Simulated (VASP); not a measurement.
An input for Ansatz (written as the equivalent of a VASP run, and not itself run):

Ansatz 0.2 input:
```yaml
crystal:
  lattice:
    - [4.2382100, 0.0000000, 0.0000000]
    - [0.0000000, 4.2382100, 0.0000000]
    - [0.0000000, 0.0000000, 4.2382100]
  atoms:
    - { symbol: Tl, position: [0.0000000, 0.0000000, 0.0000000] }
    - { symbol: I, position: [0.5000000, 0.5000000, 0.5000000] }
kpoints:
  mp_grid: { grid: [6, 6, 6] }
hamiltonian:
  xc: r2scan
  pseudopotentials: { kind: paw }
scf:
  occupations: { method: gaussian, width: 0.05 }
  max_iter: 100
relax:
  max_steps: 60
  f_tol: 0.01
  cell: {}
output: { forces: true, stress: true, eigenvalues: true }
```

Problem. Translate this input to VASP (INCAR, KPOINTS, POSCAR, choice of POTCAR).

Solution. One answer among several that fit: 
### POSCAR
```
TlI
1
    4.2382100000     0.0000000000     0.0000000000
    0.0000000000     4.2382100000     0.0000000000
    0.0000000000     0.0000000000     4.2382100000
Tl I
1 1
Direct
  0.0000000000   0.0000000000   0.0000000000
  0.5000000000   0.5000000000   0.5000000000
```

**INCAR**
```
# general
SYSTEM =TlI
PREC   =Accurate
ENCUT  =400
LREAL  =.False.
LASPH  =.True.

# electronic loop
EDIFF  =1E-6
NELM   =100
ALGO   =Normal
LMAXMIX=4
LMIXTAU=.True.

# smearing
ISMEAR =0
SIGMA  =0.05

# functional
METAGGA=R2SCAN

# ions
IBRION =2
NSW    =60
ISIF   =3
EDIFFG =-0.01

# output
LWAVE  =.False.
LCHARG =.False.
```

File KPOINTS:
```
K-points
0
Gamma
 6 6 6
```

POTCAR, in this order: Tl_d I (PBE.64 set). Program: vasp_std.

Limits of the translation: each code has its own PAW files, so the cut-off isn't converted (ENCUT is set for VASP's; basis.ecutwfc is left out, and Ansatz then takes the one that its files recommend); Ansatz stops its SCF on the density residual and VASP on the energy change (EDIFF).

The structure comes from a computed database's TlI entry (Pm-3m); how it stands against other phases isn't given here. This run relaxes it. Symmetry was kept, so distortions that lower it aren't found.
